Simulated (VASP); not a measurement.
Energy against volume of Ca (fcc). Level of theory: optB88-vdW, VASP's PBE PAW potentials (set 64) (plane waves; VASP).

| V (Å³/atom) | E (eV/atom) |
|---|---|
| 38.075 | 0.57448 |
| 39.290 | 0.56839 |
| 40.505 | 0.56659 |
| 41.721 | 0.56863 |
| 42.936 | 0.57413 |

Problem. Fit a third-order Birch-Murnaghan equation of state.

Solution. 
| Quantity | Value |
|---|---|
| volume per atom | 40.45 Å³/atom |
| bulk modulus | 17.0 GPa |
| pressure derivative of the bulk modulus | 2.55 |
| lattice constant a | 5.449 Å |

Measured: a 5.553 Å at 0 K (computed value off by -1.9 %), as given by Gábor I. Csonka et al., Physical Review B (2009), arXiv:0903.4037 [low-temperature or extrapolated to 0 K; zero-point anharmonic expansion removed].

The compound is Ca in the fcc structure. It was relaxed first, which changed the volume by -7 %.
